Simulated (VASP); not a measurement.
A convergence study with VASP on KI (rock salt): one setting is varied, all else stays as given below, so the limit is that of these other settings.

```
KI
1.0
    0.00000     3.53500     3.53500
    3.53500     0.00000     3.53500
    3.53500     3.53500     0.00000
K I
1 1
Direct
  0.00000   0.00000   0.00000
  0.50000   0.50000   0.50000
```

Level of theory: PBE GGA, VASP's PBE PAW potentials (set 64) (plane waves; VASP). The tightest run used: 550 eV cut-off, 15×15×15 Γ-centred mesh, Gaussian smearing of 0.050 eV, potentials K_sv I.

Q: The settings run are 1×1×1 mesh; 2×2×2 mesh; 3×3×3 mesh; 4×4×4 mesh; 5×5×5 mesh; 6×6×6 mesh; 7×7×7 mesh; 8×8×8 mesh; 9×9×9 mesh; 10×10×10 mesh; 11×11×11 mesh; 12×12×12 mesh; 13×13×13 mesh; 14×14×14 mesh; 15×15×15 mesh. From which on does the energy per atom stay within 0.01 eV/atom of the tightest run?

A: From 3×3×3 mesh on: it is off by 0.0048 there and by no more than 0.01 in any finer run, while 2×2×2 mesh is off by 0.0745.
| setting | E (eV/atom) | pressure (GPa) | irreducible k-points | difference judged (eV/atom) |
|---|---|---|---|---|
| 1×1×1 mesh | -1.0303 | 11.61 | 1 | 1.7483 |
| 2×2×2 mesh | -2.7041 | 1.24 | 3 | 0.0745 |
| 3×3×3 mesh | -2.7738 | 0.65 | 4 | 0.0048 |
| 4×4×4 mesh | -2.7781 | 0.60 | 8 | 0.0004 |
| 5×5×5 mesh | -2.7785 | 0.59 | 10 | 0.0000 |
| 6×6×6 mesh | -2.7785 | 0.59 | 16 | 0.0000 |
| 7×7×7 mesh | -2.7785 | 0.59 | 20 | 0.0000 |
| 8×8×8 mesh | -2.7785 | 0.59 | 29 | 0.0000 |
| 9×9×9 mesh | -2.7785 | 0.59 | 35 | 0.0000 |
| 10×10×10 mesh | -2.7785 | 0.59 | 47 | 0.0000 |
| 11×11×11 mesh | -2.7785 | 0.59 | 56 | 0.0000 |
| 12×12×12 mesh | -2.7785 | 0.59 | 72 | 0.0000 |
| 13×13×13 mesh | -2.7785 | 0.59 | 84 | 0.0000 |
| 14×14×14 mesh | -2.7785 | 0.59 | 104 | 0.0000 |
| 15×15×15 mesh | -2.7785 | 0.59 | 120 | 0.0000 |

Left out are rungs that failed or repeat a setting and relaxations that didn't move; long series are thinned to 24 rows.

The compound is KI in the rock salt structure. The cell was not relaxed at this level.
